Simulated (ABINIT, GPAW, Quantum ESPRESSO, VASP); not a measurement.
## One structure in several programs: Se2Te (C2, 3 atoms in the cell)

Self-consistent single point.

```yaml
crystal:
  lattice:
    - [4.09532, -2.21342, 0.00000]
    - [4.09532, 2.21342, 0.00000]
    - [-0.14833, 0.00000, 5.35087]
  atoms:
    - { symbol: Te, position: [0.75378, 0.24622, 0.50000] }
    - { symbol: Se, position: [0.01408, 0.76786, 0.84024] }
    - { symbol: Se, position: [0.23214, 0.98592, 0.15976] }
```

Shared settings, as Quantum ESPRESSO writes them: occupations = fixed; K_POINTS = automatic 6 6 4 0 0 0. Potentials and cutoffs stand in the table.

| code | model | pressure (GPa) | largest force (eV/Å) | gap on the mesh (eV) | cutoff |
|---|---|---|---|---|---|
| VASP | PBEsol, VASP's PBE PAW potentials (set 64) | -2.73 | 0.146 | 0.764 | 300 eV |
| Quantum ESPRESSO | PBEsol, SSSP 1.1.2 efficiency (PBE) pseudopotentials | -2.65 | 0.117 | 0.765 | 40 Ry |
| ABINIT | PBEsol, norm-conserving pseudopotentials (PseudoDojo nc-sr-04 PBEsol standard) | -2.83 | 0.165 | 0.766 | 1170 eV |
| GPAW | PBEsol, GPAW PAW datasets PBEsol (made by gpaw-setup) | -3.00 | 0.195 | 0.763 | 550 eV |

Size of the force on each atom (eV/Å): Sizes of forces hide their directions.

```json
[
 {"code": "VASP", "Te1": "0.080", "Se2": "0.146", "Se3": "0.146"},
 {"code": "Quantum ESPRESSO", "Te1": "0.009", "Se2": "0.117", "Se3": "0.117"},
 {"code": "ABINIT", "Te1": "0.093", "Se2": "0.165", "Se3": "0.165"},
 {"code": "GPAW", "Te1": "0.145", "Se2": "0.195", "Se3": "0.195"}
]
```

Gaps are read on the mesh.

On VASP's run: spin-orbit coupling is off.

The spread over the programs that give each value: pressure within 0.35 GPa; largest force within 0.078 eV/Å; gap on the mesh within 0.003 eV.

In the force vectors, Quantum ESPRESSO (by 0.096) lies more than 0.08 eV/Å from the median of the plane-wave programs.

VASP's run is marked for a possible Pulay error in its stress at this cutoff; no cutoff test was made.

VASP ran the fixed occupations as a Gaussian smearing of 0.01 eV.

The starting cell comes from a database of computed structures (which also holds hypothetical and non-ambient phases and stackings), without a prior relaxation at this level. Its lattice was rescaled by a random factor within 2.5 % of one.

Left out of this page: Ansatz, CP2K, Elk, FLEUR and SIESTA (not drawn, or without a comparable value).
